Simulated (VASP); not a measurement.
A run of VASP 6.6.1 is set up as follows.

INCAR

```
ALGO = Normal ; EDIFF = 1E-6
ENCUT = 520 ; ISIF = 2
ISMEAR = 0 ; KPAR = 2
LASPH = True ; LCHARG = False
LMIXTAU = True ; LREAL = False
LWAVE = False ; METAGGA = R2SCAN
NELM = 150 ; PREC = Accurate
SIGMA = 0.1
```

Contents of KPOINTS:

```
k-points
0
Gamma
  12 12 4
```

File POSCAR:

```
Nb3B5
1.0
    3.1200100000      0.0000000000      0.0000000000
   -1.5600050000      2.7020080000      0.0000000000
    0.0000000000      0.0000000000      9.6364600000
Nb B
3 5
Direct
    0.0000000000      0.0000000000      0.1577890000
    0.0000000000      0.0000000000      0.8422110000
    0.0000000000      0.0000000000      0.5000000000
    0.3333330000      0.6666670000      0.0000000000
    0.3333330000      0.6666670000      0.3295140000
    0.6666670000      0.3333330000      0.3238440000
    0.3333330000      0.6666670000      0.6704860000
    0.6666670000      0.3333330000      0.6761560000
```

Potentials or basis: VASP PAW PBE potentials, release 64 (Nb_sv, B).

The run is started by

```sh
$ cat potpaw_PBE.64/Nb_sv/POTCAR potpaw_PBE.64/B/POTCAR > POTCAR
$ mpirun -np 2 vasp_std > vasp.out
```

Problem. Estimate the largest force.

Solution. 0.053 eV/Å.

Problem. Predict the pressure.

Solution. -1.0 GPa.

Problem. Estimate the band gap on the k mesh.

Solution. None (metal or under the smearing width).

Stress tensor (GPa, compression positive):
```
-0.86  0.00  0.00
 0.00 -0.86  0.00
 0.00  0.00 -1.26
```

Caveat: the PAW data sets were made with another functional, which shifts forces and pressure a little.
